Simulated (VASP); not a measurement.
Computed with MS2 meta-GGA, VASP's PBE PAW potentials (set 64) (plane waves; VASP).

VASP input:

**KPOINTS**
```
Automatic
0
Gamma
  14 14 14
0 0 0
```

INCAR:
```
ALGO = Normal
EDIFF = 1E-7
ENCUT = 520
ISIF = 2
ISMEAR = 1
LASPH = .TRUE.
LCHARG = .FALSE.
LMAXMIX = 6
LMIXTAU = .TRUE.
LREAL = .FALSE.
LWAVE = .FALSE.
METAGGA = MS2
NELM = 100
PREC = Accurate
SIGMA = 0.1
SYSTEM = HfN
```

**POSCAR**
```
HfN
4.5833730
  0.0000000000   0.4999999699   0.4999999699
  0.4999999699   0.0000000000   0.4999999699
  0.4999999699   0.4999999699   0.0000000000
Hf N
1 1
direct
  0.0000000000   0.0000000000   0.0000000000
  0.5000000000   0.5000000000   0.5000000000
```

POTCAR, in this order: Hf_pv N (PBE.64 set). Program: vasp_std.

Unless said otherwise, spin-orbit coupling is left out, though it shifts the bands of the heavy elements here.

**Question.** Estimate the energy per atom (σ→0), pressure, band gap (on the k-mesh).

**Answer.** 
```
Item                                                        Result
------------------------  ----------------------------------------
energy per atom (σ→0)                               -3.708 eV/atom
band gap (on the k-mesh)  none (metal, semimetal or under 0.01 eV)
pressure                                                -15.14 GPa
```

OSZICAR:
```
...
DAV:  23    -0.741533150119E+01   -0.11559E-05   -0.96336E-08  1753   0.387E-03    0.294E-03
DAV:  24    -0.741533109586E+01    0.40533E-06   -0.59755E-08  1513   0.337E-03    0.927E-04
DAV:  25    -0.741533144666E+01   -0.35080E-06   -0.69043E-09  1240   0.112E-03    0.286E-04
DAV:  26    -0.741533131198E+01    0.13469E-06   -0.19099E-09  1231   0.611E-04    0.207E-04
DAV:  27    -0.741533148885E+01   -0.17687E-06   -0.80733E-10  1222   0.397E-04    0.229E-04
DAV:  28    -0.741533136994E+01    0.11891E-06   -0.36228E-10  1216   0.235E-04    0.366E-05
DAV:  29    -0.741533140737E+01   -0.37428E-07   -0.61920E-11  1213   0.805E-05
   1 F= -.74153314E+01 E0= -.74151210E+01  d E =-.631372E-03
```

The compound is HfN in the rock salt structure. This cell is one point of a volume scan, at 1.06 of the reference volume. The electron count is odd and the run is not spin-polarised, which forces a metal.
